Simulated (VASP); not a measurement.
An input for Ansatz (written as the equivalent of a VASP run, and not itself run):

Ansatz 0.2 input:
```yaml
crystal:
  lattice:
    - [-2.0156218, 2.0156218, 5.8168555]
    - [2.0156218, -2.0156218, 5.8168555]
    - [2.0156218, 2.0156218, -5.8168555]
  atoms:
    - { symbol: Ba, position: [0.0000000, 0.0000000, 0.0000000] }
    - { symbol: Ni, position: [0.7500000, 0.2500000, 0.5000000] }
    - { symbol: Ni, position: [0.2500000, 0.7500000, 0.5000000] }
    - { symbol: As, position: [0.3465428, 0.3465428, 1.0000000] }
    - { symbol: As, position: [0.6534572, 0.6534572, 1.0000000] }
kpoints:
  mp_grid: { grid: [10, 10, 10] }
hamiltonian:
  xc: lda
  pseudopotentials: { kind: paw }
scf:
  occupations: { method: methfessel_paxton, width: 0.1 }
  max_iter: 100
relax:
  max_steps: 30
  f_tol: 0.001
output: { forces: true, stress: true, eigenvalues: true }
```

Task: Write the VASP files for the same calculation (LDA).

Result: One answer among several that fit: 
### INCAR
```
ALGO = Normal
EDIFF = 1E-8
EDIFFG = -0.001
ENCUT = 400
IBRION = 1
ISIF = 2
ISMEAR = 1
LASPH = .True.
LCHARG = .False.
LMAXMIX = 4
LREAL = .False.
LWAVE = .False.
NELM = 100
NSW = 30
PREC = Accurate
SIGMA = 0.1
SYSTEM = Ba(NiAs)2
```

**POSCAR**
```
Ba(NiAs)2
1
   -2.0156217872     2.0156217872     5.8168555150
    2.0156217872    -2.0156217872     5.8168555150
    2.0156217872     2.0156217872    -5.8168555150
Ba Ni As
1 2 2
Direct
  0.0000000000   0.0000000000   0.0000000000
  0.7500000000   0.2500000000   0.5000000000
  0.2500000000   0.7500000000   0.5000000000
  0.3465428130   0.3465428130   1.0000000000
  0.6534571870   0.6534571870   1.0000000000
```

### KPOINTS
```
Automatic mesh
0
Gamma
10 10 10
0 0 0
```

POTCAR, in this order: Ba_sv Ni As (LDA.64 set). Program: vasp_std.

The two are equivalent in intent, not identical: each code has its own PAW files, so the cut-off isn't converted (ENCUT is set for VASP's; basis.ecutwfc is left out, and Ansatz then takes the one that its files recommend); Ansatz stops its SCF on the density residual and VASP on the energy change (EDIFF); Ansatz's lda is the Perdew-Wang form, while the LDA potentials of VASP carry Perdew-Zunger's.

The structure comes from a computed database's BaNi2As2 entry (I4/mmm); how it stands against other phases isn't given here. This run relaxes the ions in a fixed cell. Symmetry was kept, so distortions that lower it aren't found. The start is the result of an earlier pass.
